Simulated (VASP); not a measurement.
Given:

```
TiN
1.0
    0.00000     2.15004     2.15004
    2.15004     0.00000     2.15004
    2.15004     2.15004     0.00000
Ti N
1 1
Direct
  0.00000   0.00000   0.00000
  0.50000   0.50000   0.50000
```

Calculation: vdW-DF-cx, VASP's PBE PAW potentials (set 64) (plane waves; VASP 6.6.1). Numerical set-up: 520 eV cut-off, 15×15×15 Γ-centred mesh, first-order Methfessel-Paxton smearing of 0.10 eV, potentials Ti_sv N.

Task: Estimate the energy per atom (σ→0), pressure, band gap (on the k-mesh) with the smallest direct gap where there is one.

Result: 
| Quantity | Result |
|---|---|
| band gap (on the k-mesh) | none (metal, semimetal or under 0.01 eV) |
| energy per atom (σ→0) | -7.983 eV/atom |
| pressure | -15.21 GPa |

Total energies compare only between runs with the same potentials, cut-off and functional.

The compound is TiN in the rock salt structure. This cell is one point of a volume scan, at 1.06 of the reference volume. The electron count is odd and the run is not spin-polarised, which forces a metal.
